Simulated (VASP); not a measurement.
All values below come from rev-vdW-DF2, VASP's PBE PAW potentials (set 64) (plane waves; VASP 6.6.1).

VASP input:

**POSCAR**
```
TiC
4.3189490
  0.0000000000   0.4999999795   0.4999999795
  0.4999999795   0.0000000000   0.4999999795
  0.4999999795   0.4999999795   0.0000000000
Ti C
1 1
direct
  0.0000000000   0.0000000000   0.0000000000
  0.5000000000   0.5000000000   0.5000000000
```

**INCAR**
```
# general
SYSTEM   = TiC
PREC     = Accurate
ENCUT    = 520
LREAL    = .FALSE.
LASPH    = .TRUE.

# electronic loop
EDIFF    = 1E-7
NELM     = 100
ALGO     = Normal
LMAXMIX  = 4

# smearing
ISMEAR   = 1
SIGMA    = 0.1

# functional
GGA      = MK
LUSE_VDW = .TRUE.
AGGAC    = 0.0
PARAM1   = 0.1234568
PARAM2   = 0.7114
ZAB_VDW  = -1.8867

# ions
ISIF     = 2

# output
LWAVE    = .FALSE.
LCHARG   = .FALSE.
```

### KPOINTS
```
Automatic mesh
0
Gamma
14 14 14
0 0 0
```

POTCAR, in this order: Ti_sv C (PBE.64 set). Program: vasp_std.

The resulting files:

File OSZICAR:
```
       N       E                     dE             d eps       ncg     rms          rms(c)
DAV:   1     0.122049264574E+03    0.12205E+03   -0.84686E+03  2496   0.158E+03
DAV:   2    -0.109962929487E+02   -0.13305E+03   -0.12676E+03  2612   0.381E+02
DAV:   3    -0.205846678306E+02   -0.95884E+01   -0.92437E+01  3336   0.986E+01
DAV:   4    -0.210558646220E+02   -0.47120E+00   -0.47040E+00  3160   0.203E+01
DAV:   5    -0.210712236887E+02   -0.15359E-01   -0.15358E-01  3404   0.340E+00    0.190E+01
DAV:   6    -0.161631001923E+02    0.49081E+01   -0.32483E+01  2992   0.709E+01    0.732E+00
DAV:   7    -0.154930742277E+02    0.67003E+00   -0.49649E+00  3096   0.289E+01    0.506E+00
DAV:   8    -0.154577680169E+02    0.35306E-01   -0.14160E-01  2644   0.500E+00    0.313E+00
DAV:   9    -0.154568800382E+02    0.88798E-03   -0.15231E-01  2816   0.494E+00    0.802E-01
DAV:  10    -0.154536577731E+02    0.32223E-02   -0.16874E-02  3508   0.189E+00    0.555E-01
DAV:  11    -0.154523510454E+02    0.13067E-02   -0.62159E-03  2716   0.123E+00    0.117E-01
DAV:  12    -0.154523491588E+02    0.18867E-05   -0.39211E-04  2712   0.294E-01    0.352E-02
DAV:  13    -0.154523361888E+02    0.12970E-04   -0.21822E-05  3712   0.637E-02    0.124E-02
DAV:  14    -0.154523339844E+02    0.22044E-05   -0.18126E-06  2736   0.111E-02    0.202E-03
DAV:  15    -0.154523338271E+02    0.15724E-06   -0.23851E-07  2700   0.610E-03    0.348E-04
DAV:  16    -0.154523338423E+02   -0.15204E-07   -0.26202E-08  1428   0.174E-03
   1 F= -.15452334E+02 E0= -.15452371E+02  d E =0.110535E-03
```

OUTCAR:
```
------------------------ aborting loop because EDIFF is reached ----------------------------------------
  FORCE on cell =-STRESS in cart. coord.  units (eV):
  Direction    XX          YY          ZZ          XY          YZ          ZX
  --------------------------------------------------------------------------------------
  Total       -0.0019858     -0.0019858     -0.0019858      0.0000000      0.0000000     -0.0000000
  in kB       -0.1579659     -0.1579659     -0.1579659      0.0000000      0.0000000     -0.0000000
  external PRESSURE =      -0.1579659 kB  Pullay stress =       0.0000000 kB
  volume of cell :       20.14
      direct lattice vectors                 reciprocal lattice vectors
     0.000000000  2.159474411  2.159474411    -0.231537821  0.231537821  0.231537821
     2.159474411  0.000000000  2.159474411     0.231537821 -0.231537821  0.231537821
     2.159474411  2.159474411  0.000000000     0.231537821  0.231537821 -0.231537821
 POSITION                                       TOTAL-FORCE (eV/Angst)
 -----------------------------------------------------------------------------------
      0.00000      0.00000      0.00000        -0.000000     -0.000000      0.000000
      2.15947      2.15947      2.15947         0.000000      0.000000     -0.000000
 -----------------------------------------------------------------------------------
    total drift:                                0.000000     -0.000000     -0.000000
  FREE ENERGIE OF THE ION-ELECTRON SYSTEM (eV)
  ---------------------------------------------------
  free  energy   TOTEN  =       -15.4523338423 eV

  energy  without entropy=      -15.4524443772  energy(sigma->0) =      -15.45237069
```
(Selected blocks of OUTCAR.)

The compound is TiC in the rock salt structure. It was relaxed first.
